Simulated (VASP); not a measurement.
An input for Quantum ESPRESSO's pw.x (written as the equivalent of a VASP run, and not itself run):

```
&CONTROL
  calculation = 'scf'
  pseudo_dir = './pseudo'
  outdir = './out'
  tprnfor = .true.
  tstress = .true.
/
&SYSTEM
  ibrav = 0
  nat = 4
  ntyp = 2
  ecutwfc = 84
  occupations = 'smearing'
  smearing = 'methfessel-paxton'
  degauss = 0.00735
  input_dft = 'revpbe'
/
&ELECTRONS
  conv_thr = 7.3e-09
  electron_maxstep = 100
/
ATOMIC_SPECIES
  Ti 47.867 Ti.upf
  Pt 195.084 Pt.upf
CELL_PARAMETERS angstrom
     3.9234524    0.0000000    0.0000000
     0.0000000    3.9234524    0.0000000
     0.0000000    0.0000000    3.9234524
ATOMIC_POSITIONS crystal
  Ti   0.0000000  0.0000000  0.0000000
  Pt   0.0000000  0.5000000  0.5000000
  Pt   0.5000000  0.0000000  0.5000000
  Pt   0.5000000  0.5000000  0.0000000
K_POINTS automatic
  8 8 8 0 0 0
```

Question: Write the VASP files for the same calculation (revPBE).

Answer: One answer among several that fit: 
**INCAR**
```
! general
SYSTEM =Pt3Ti
PREC   =Accurate
ENCUT  =520
LREAL  =.False.   ! projection in real space or not
LASPH  =.True.

! electronic loop
EDIFF  =1E-7   ! SCF stop (eV)
NELM   =100
ALGO   =Normal
LMAXMIX=6   ! l cut-off of mixed one-centre charges

! smearing
ISMEAR =1
SIGMA  =0.1   ! width (eV)

! functional
GGA    =RE

! ions
ISIF   =2

! output
LWAVE  =.False.
LCHARG =.False.
```

### POSCAR
```
Pt3Ti
1
    3.9234523909     0.0000000000     0.0000000000
    0.0000000000     3.9234523909     0.0000000000
    0.0000000000     0.0000000000     3.9234523909
Ti Pt
1 3
Direct
  0.0000000000   0.0000000000   0.0000000000
  0.0000000000   0.5000000000   0.5000000000
  0.5000000000   0.0000000000   0.5000000000
  0.5000000000   0.5000000000   0.0000000000
```

### KPOINTS
```
Automatic mesh
0
Gamma
8 8 8
0 0 0
```

POTCAR, in this order: Ti_sv Pt (PBE.64 set). Program: vasp_std.

What does not carry over: the potentials are each code's own (VASP's PAW set, PseudoDojo norm-conserving files in pw.x), so ENCUT and ecutwfc are chosen apart and not converted; conv_thr bounds pw.x's estimated SCF error, while EDIFF bounds the energy change between steps.

The compound is Pt3Ti in the L1_2 structure. This cell is one point of a volume scan, at 0.97 of the reference volume.
